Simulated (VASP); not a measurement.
Here is the system:

```xyz
17
Lattice="5.1357 0.0000 0.0000 2.5679 4.4477 0.0000 0.0000 0.0000 20.3733" Properties=species:S:1:pos:R:3 pbc="T T T"
Cu     0.0000     0.0000     7.0337
Cu     5.1357     4.4458     7.0449
Cu     6.4181     2.2248     7.0449
Cu     3.8534     2.2248     7.0449
Cu     1.2836     0.7411     9.1245
Cu     3.8521     0.7411     9.1245
Cu     2.5679     2.9654     9.1245
Cu     5.1357     2.9651     9.1333
Cu     5.1357     1.4739    11.2099
Cu     2.5679     1.4826    11.1887
Cu     6.4272     3.7107    11.2099
Cu     3.8443     3.7107    11.2099
Cu     0.0000     0.0000    13.4498
Cu     5.1357     4.4117    13.2780
Cu     6.3885     2.2418    13.2780
Cu     3.8830     2.2418    13.2780
Si     2.5679     1.4826    15.0075
```

The numbers are results of PBE GGA, VASP's PBE PAW potentials (set 64) (plane waves; VASP), not measurements. Numerical set-up: PREC = Normal, 400 eV cut-off, 6×6×1 Γ-centred mesh, first-order Methfessel-Paxton smearing of 0.10 eV, potentials Cu Si.

Q: Estimate the energy per atom (σ→0), band gap (on the k-mesh) with the smallest direct gap where there is one.

A: 
```
Property                                                    Result
------------------------  ----------------------------------------
band gap (on the k-mesh)  none (metal, semimetal or under 0.01 eV)
energy per atom (σ→0)                               -3.566 eV/atom
```

Only differences to runs with the same potentials and settings are physical.

The cell is a thin slab with vacuum, built from Cu (fcc): (111) face, Si adsorbed.
